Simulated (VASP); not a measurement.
Output of a VASP run:

OSZICAR:
```
       N       E                     dE             d eps       ncg     rms          rms(c)
DAV:   1     0.391847642914E+03    0.39185E+03   -0.17280E+04  1520   0.136E+03
DAV:   2     0.262132353766E+02   -0.36563E+03   -0.35779E+03  1732   0.369E+02
DAV:   3    -0.139826582117E+02   -0.40196E+02   -0.39256E+02  2028   0.140E+02
DAV:   4    -0.159434086442E+02   -0.19608E+01   -0.19407E+01  1976   0.303E+01
DAV:   5    -0.160316970543E+02   -0.88288E-01   -0.88179E-01  2208   0.527E+00    0.499E+00
DAV:   6    -0.157632689743E+02    0.26843E+00   -0.37291E-01  1820   0.340E+00    0.290E+00
DAV:   7    -0.156928888570E+02    0.70380E-01   -0.33193E-01  1784   0.342E+00    0.552E-01
DAV:   8    -0.156945009600E+02   -0.16121E-02   -0.47351E-02  1792   0.113E+00    0.174E-01
DAV:   9    -0.156944350064E+02    0.65954E-04   -0.52744E-03  1832   0.369E-01    0.103E-01
DAV:  10    -0.156945620294E+02   -0.12702E-03   -0.80116E-04  2012   0.208E-01    0.182E-02
DAV:  11    -0.156945654610E+02   -0.34317E-05   -0.78325E-05  1844   0.559E-02    0.104E-02
DAV:  12    -0.156945638071E+02    0.16540E-05   -0.11150E-05  1704   0.200E-02    0.490E-03
DAV:  13    -0.156945635154E+02    0.29162E-06   -0.40450E-06  1392   0.104E-02
   1 F= -.15694564E+02 E0= -.15688191E+02  d E =-.127455E-01
```

**OUTCAR**
```
------------------------ aborting loop because EDIFF is reached ----------------------------------------
  FORCE on cell =-STRESS in cart. coord.  units (eV):
  Direction    XX          YY          ZZ          XY          YZ          ZX
  --------------------------------------------------------------------------------------
  Total       -1.7614087     -1.3213012     -1.2966389      0.0000000     -0.0000000      0.0000000
  in kB      -17.5290815    -13.1492461    -12.9038128      0.0000000     -0.0000000      0.0000000
  external PRESSURE =     -14.5273801 kB  Pullay stress =       0.0000000 kB
  volume of cell :      160.99
      direct lattice vectors                 reciprocal lattice vectors
     2.683065000 -6.362910000  0.000000000     0.186354039 -0.078580398  0.000000000
     2.683065000  6.362910000  0.000000000     0.186354039  0.078580398  0.000000000
     0.000000000  0.000000000  4.715140000     0.000000000  0.000000000  0.212082780
 POSITION                                       TOTAL-FORCE (eV/Angst)
 -----------------------------------------------------------------------------------
      2.68307      4.63754      1.17878         0.000000      0.034355      0.000000
      2.68307     -4.63754      3.53635         0.000000     -0.034355      0.000000
      2.68307      0.91702      1.17878         0.000000     -0.046612     -0.000000
      2.68307     -0.91702      3.53635         0.000000      0.046612      0.000000
 -----------------------------------------------------------------------------------
    total drift:                                0.000000     -0.000000     -0.000000
  FREE ENERGIE OF THE ION-ELECTRON SYSTEM (eV)
  ---------------------------------------------------
  free  energy   TOTEN  =       -15.6945635154 eV

  energy  without entropy=      -15.6818179900  energy(sigma->0) =      -15.68819075
```
(Selected blocks of OUTCAR.)

### POSCAR
```
BaSn
1
    2.6830650000    -6.3629100000     0.0000000000
    2.6830650000     6.3629100000     0.0000000000
    0.0000000000     0.0000000000     4.7151400000
Ba Sn
2 2
Direct
  0.1355800000   0.8644200000   0.2500000000
  0.8644200000   0.1355800000   0.7500000000
  0.4279400000   0.5720600000   0.2500000000
  0.5720600000   0.4279400000   0.7500000000
```

Task: Write an INCAR and KPOINTS that could have produced this output.

Result: One answer among several that fit: the input of the run itself, PBEsol GGA, plane waves, VASP's PBE PAW potentials (set 64).

INCAR:
```
LMAXMIX = 4
LCHARG = .FALSE.
GGA = PS   # PBEsol
EDIFF = 1E-6   # SCF stop (eV)
ALGO = Normal
LASPH = .TRUE.   # aspherical one-centre terms
LREAL = .FALSE.
NELM = 100   # most electronic steps
PREC = Accurate
SYSTEM = BaSn
ISMEAR = -1   # Fermi-Dirac
ISIF = 2
SIGMA = 0.05
ENCUT = 300   # plane-wave cut-off (eV)
LWAVE = .FALSE.
```

KPOINTS:
```
kpoints
0
G
 5 5 5
0 0 0
```

POTCAR, in this order: Ba_sv Sn_d (PBE.64 set). Program: vasp_std.

At this cut-off the stress carries a Pulay error, which pulls relaxed volumes low.

The structure comes from a computed database's BaSn entry (Cmcm); how it stands against other phases isn't given here. The cell was not relaxed at this level.
